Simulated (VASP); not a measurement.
Data:

```xyz
2
Lattice="0.0000 2.2680 2.2680 2.2680 0.0000 2.2680 2.2680 2.2680 0.0000" Properties=species:S:1:pos:R:3 pbc="T T T"
Hf     0.0000     0.0000     0.0000
C      2.2680     2.2680     2.2680
```

Computed with PBE GGA, VASP's PBE PAW potentials (set 64) (plane waves; VASP). Numerical set-up: 620 eV cut-off, 14×14×14 Γ-centred mesh, first-order Methfessel-Paxton smearing of 0.10 eV, potentials Hf_pv C.

Energy and stress use the plane-wave basis of the starting cell.

Question: The ions, cell shape and volume at an external pressure of 30.0 GPa are relaxed. Predict the relaxed structure.

Answer: 
```xyz
2
Lattice="0.0000 2.2456 2.2456 2.2456 0.0000 2.2456 2.2456 2.2456 0.0000" Properties=species:S:1:pos:R:3 pbc="T T T"
Hf     0.0000     0.0000     0.0000
C      2.2456     2.2456     2.2456
```
Space group Fm-3m (225), at a tolerance of 0.03 Å.

Question: How do energy and volume change from the first to the last step?

Answer: The energy (σ→0) changes by +53.1 meV/atom and the volume by -2.9 %, in 4 ionic steps.

The compound is HfC in the rock salt structure. This run relaxes it under an external pressure of 30 GPa. Symmetry was kept, so distortions that lower it aren't found.
